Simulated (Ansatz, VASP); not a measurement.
# Si2W: VASP beside Ansatz

One calculation is typed for both programs; each brings its own data sets. How far apart do they land? The cell is taken from a series of runs on this material, whose earlier steps may have relaxed, scaled, displaced or heated it; both programs get it as it stands.

Method: plane waves, with VASP 6.6.1 beside it; zone-centre phonons at PBEsol, in Ansatz 0.2.0.

**1. Set-up**

It takes space group I4/mmm (No. 139, tetragonal). The conventional cell has a = 3.267 Å, b = 3.267 Å, c = 7.766 Å, α = 90.00°, β = 90.00°, γ = 90.00°. Nearest to Si lie 5 Si at 2.56 to 2.66 Å and 5 W at 2.60 to 2.64 Å. Nearest to W lie 10 Si at 2.60 to 2.64 Å. Farther neighbours are not listed.

**2. Ansatz: zone-centre phonons, PBEsol**

Ansatz runs on its PAW soft_1 files.

Second derivatives magnify differences that forces hide, and they need a tight electronic threshold.

Input file input.yaml:

```yaml
crystal:
  lattice:
    - [-1.6335012491, 1.6335012491, 3.88276769]
    - [1.6335012491, -1.6335012491, 3.88276769]
    - [1.6335012491, 1.6335012491, -3.88276769]
  atoms:
    - { symbol: Si, position: [0.3349231151, 0.3349231151, 0.0] }
    - { symbol: Si, position: [0.6650768849, 0.6650768849, 0.0] }
    - { symbol: W, position: [0.0, 0.0, 0.0] }
kpoints:
  mp_grid: { grid: [20, 20, 20] }
hamiltonian:
  xc: pbesol
  pseudopotentials: { kind: paw, azcp: { folder: soft_1 }, xc_functional: pbe }
scf:
  occupations: { method: methfessel_paxton, width: 0.2 }
output:
  eigenvalues: true
phonons:
  method: dfpt
```

Launch:

```console
> ansatz run input.yaml --threads 4 --pin off --max-ram 10240MiB --backend cpu --events-out ev --progress --plain --runs-dir out
```

Numbers of over 12 decimals in the logs are rounded to 6 here.

The log of the run:

```text
zone centre: on kpoints.mp_grid the ground state, and the responses unless they are solved on pairs of k-points, stand on 1166 of the mesh's 8000 k-points, reduced under 4 symmetry operations, with k and −k counted as one. Each operation leaves every solved displacement unchanged or reverses it
Engine: ansatz 0.2.0, aarch64-unknown-linux-gnu
Pseudopotentials: kind: paw
Pseudopotential: Si, paw, valence charge 4, recommended cutoff 420 eV (normal), soft_1/Si.paw.azcp
Pseudopotential: W, paw, valence charge 14, recommended cutoff 420 eV (normal), soft_1/W.paw.azcp
Functional definition: PBEsol
  exchange = pbesol_x
  correlation = pbesol_c
Crystal: 3 atoms, lattice volume = 41.442 Å³
Basis set: ecut = 420 eV, 833 PW (Γ), exchange–correlation on 64×64×64 points (8 copies of the dense FFT grid, shifted against one another)
Bands: 15, of which v1, the nominal top of the filled ones, is band 11 counted from 1 (10 counted from 0)
Symmetry: 16 space group operations
k-points: 1166 of 8000 (irreducible under 4 space group operations, time reversal used)
Non-local potential: Si, projectors of the file, l = 0: 2, l = 1: 2, l = 2: 1
Non-local potential: W, projectors of the file, l = 0: 3, l = 1: 2, l = 2: 2, l = 3: 1
PAW form: soft (Blöchl's): semilocal exchange-correlation on the pseudo side does not see the compensation charge
PAW frozen core: Si, regenerated for the run's functional, and the local potential with it (the file was generated under x = pbe(κ = 0.804, μ = 0.219515), c = pbe(β = 0.066725))
PAW frozen core: W, regenerated for the run's functional, and the local potential with it (the file was generated under x = pbe(κ = 0.804, μ = 0.219515), c = pbe(β = 0.066725))
PAW one-centre angular grid: Si, 110 points (default); XC on 64 Gauss nodes
PAW one-centre angular grid: W, 590 points (default); XC on 64 Gauss nodes
Initial density: superposition of atomic densities (chi_scale 0.1, normalization cell, long waves kept (reshape's long-wave potential 0.00 eV rms))
Initial wavefunctions: pseudopotential atomic-orbital guess
Functional: x = pbesol(κ = 0.804, μ = 0.123457), c = pbesol(β = 0.046)
SCF iter   1: F=—  HF=-11502.211512 eV  |F-HF|=—  |Δ(HF+E_count)|=         —  Δρ=5.01e-2  dr2=1.08e0  ethr=3.10e-3  ⟨swp⟩=5.2  Hψ=101316  notcnv=0
preconditioner: auto → Kerker (q_TF=auto, 2.455 Å⁻¹)  [metal: Δε(μ)=0.006 eV  Ē_g=8.124 eV  σ=0.200 eV  W_gap=0.02  n_scr=10 (ndim 8)  ℏωp=21.6 eV  f_vac=0.000  D(μ)=0.23/eV (n_scr^D=0)]
SCF iter   2: F=—  HF=-11501.943446 eV  |F-HF|=—  |Δ(HF+E_count)|=   2.68e-1  S|Δr|=    0.00e0  Δρ=2.64e-2  dr2=2.26e-1  ethr=3.10e-3  ⟨swp⟩=2.3  Hψ=32960  notcnv=0
SCF iter   3: F=—  HF=-11501.865433 eV  |F-HF|=—  |Δ(HF+E_count)|=   7.80e-2  S|Δr|=    0.00e0  Δρ=6.86e-3  dr2=1.56e-2  ethr=1.03e-3  ⟨swp⟩=2.7  Hψ=30673  notcnv=0
SCF iter   4: F=—  HF=-11501.859806 eV  |F-HF|=—  |Δ(HF+E_count)|=   5.63e-3  S|Δr|=    0.00e0  Δρ=5.43e-4  dr2=6.93e-5  ethr=7.11e-5  ⟨swp⟩=2.7  Hψ=26743  notcnv=0
SCF iter   5: F=—  HF=-11501.859785 eV  |F-HF|=—  |Δ(HF+E_count)|=   2.10e-5  S|Δr|=    0.00e0  Δρ=6.76e-5  dr2=1.79e-6  ethr=3.15e-7  ⟨swp⟩=2.1  Hψ=26418  notcnv=0
SCF iter   6: F=—  HF=-11501.859785 eV  |F-HF|=—  |Δ(HF+E_count)|=   7.53e-7  S|Δr|=    0.00e0  Δρ=1.26e-5  dr2=7.03e-8  ethr=8.12e-9  ⟨swp⟩=2.5  Hψ=26267  notcnv=0
SCF iter   7: F=—  HF=-11501.859785 eV  |F-HF|=—  |Δ(HF+E_count)|=   1.01e-8  S|Δr|=    0.00e0  Δρ=1.94e-6  dr2=2.47e-9  ethr=3.20e-10  ⟨swp⟩=2.1  Hψ=24755  notcnv=0
SCF iter   8: F=—  HF=-11501.859785 eV  |F-HF|=—  |Δ(HF+E_count)|=  5.80e-10  S|Δr|=    0.00e0  Δρ=2.92e-7  dr2=3.84e-11  ethr=1.12e-11  ⟨swp⟩=2.1  Hψ=24524  notcnv=0
SCF iter   9: F=-11501.859785 eV  HF=-11501.859785 eV  |F-HF|=7.28e-12  |Δ(HF+E_count)|=  7.28e-12  S|Δr|=    0.00e0  Δρ=2.91e-8  dr2=3.08e-13  ethr=1.00e-12  ⟨swp⟩=5.1  Hψ=71147  notcnv=0
SCF 1 converged in 9 iterations: F = -11501.859785 eV  dr2 = 3.08e-13
  greatest PAW one-centre occupation: 0.999 electrons in one spin orbital (limit 2), on the W atom at site 2 (counted from 0), in its partial waves of l = 0
DFPT response loops at Γ: preconditioner auto → Kerker (q_TF=auto, 2.455 Å⁻¹) (partly filled bands, converged f_vac=0.000); β = 1.00, the filter's whole step (`scf.mixing.beta` (0.50) is not read by the response loops under this deck's `scf.mixing.preconditioner`; to damp them name `kerker` or `kerker_dos`, under which they read `scf.mixing.beta`, and type it under 1.00, their step now; both keys bind the ground state too); Broyden in place of MSR1
SCF converged after 9 iterations
Stability not checked: this state was not tested for a lower state beside it, because cold or Methfessel-Paxton smearing, or corrected tetrahedra, fill the levels in a way that the test cannot read (fill_not_monotonic; see scf.lower_state_search)
Free energy (F): -11501.859785 eV
Harris-Foulkes:  -11501.859785 eV  (|F-HF|=7.28e-12)
Internal energy: -11501.861262 eV  (E = F + TS)
E sigma→0 (E₀):  -11501.860155 eV
Entropy (-TS):   0.001477 eV (0.492 meV/atom)
Fermi energy:    15.993445 eV
--- Per-component energies (eV) ---
  E_band       = -93.751838
  E_kinetic    = 510.622939
  E_local      = -900.842696  (includes V_loc(G=0)·N_el)
  E_nonlocal   = 20.868615
  E_hartree    = 387.328452
  E_xc         = -381.595612
  E_vxc        = -331.908145  (∫ρ·V_xc dr)
  E_paw        = -9446.430104  (= ΣΔE_a)
  E_vpaw       = -167.149663  (= ΣTr[D̂ρ^β])
  E_aug_tail   = 0.000215  (compensation charges beyond the density's cutoff)
  E_ewald      = -1692.098053
  E_core_change = 0.284979  (= ΣΔE_core)
  E_smearing   = 0.001477  (= −TS)
  E_closure    = 0.000000  (closes the sum)
  Σ components = -11501.859785   (vs F -11501.859785, Δ=0.00e0)
--- Band table (eV; the first three rows and the last of 1166) ---
  k-point 0: bands = [... 7 lower, 12.8750, 13.1991, 13.1991, 16.5224, 18.5650, 18.9079, 18.9079, 19.0766]
  k-point 1: bands = [... 7 lower, 12.8885, 13.0019, 13.6219, 16.1108, 18.4516, 18.9647, 18.9708, 19.3137]
  k-point 2: bands = [... 7 lower, 12.5090, 12.9325, 14.1679, 15.1771, 18.2609, 19.1070, 19.1408, 19.8408]
  k-point 1165: bands = [... 7 lower, 13.4919, 15.0961, 15.0961, 15.6134, 15.6134, 16.7134, 20.8126, 20.9202]
--- Phonons (Γ-DFPT): 4 representative perturbations + reference, on 1166 of 8000 k-points (Σ response iterations 12) ---
  k mesh reduced under 4 symmetry operations, with k and −k counted as one. Each operation leaves every solved displacement unchanged or reverses it
  ASR residual: 9.295e-6 → 0.000e0 eV/Å²; symmetrization residual: 1.669e-6 eV/Å²
  ASR residual per site (eV/Å²): 9.29e-6 9.29e-6 7.85e-6
  Γ frequencies (cm⁻¹): 0.00 0.00 0.00 237.59 237.59 299.91 314.06 314.06 451.22
  non-analytic LO–TO correction: not included (Born effective charges unavailable; polar crystals: no LO–TO splitting at Γ)
```

Reading the cycles: dr2 is the Hartree energy of the density residual (eV), the measure of convergence; HF is the Harris–Foulkes estimate of the energy, which meets the free energy F at convergence.

(Continued in part 2 of 2.)

[Lines on the potential files, build, host, timing and source positions are cut from VASP's logs without a mark.]

[Logs are printed without paths, hosts, clocks, repeated set-up lines and the standing remarks that a program may print on its own settings, such as how far it seeks lower states.]

[Hosts, paths, dates, database ids (printed as entryN), source tags and the programs' standing remarks are cut or masked in the printed files.]
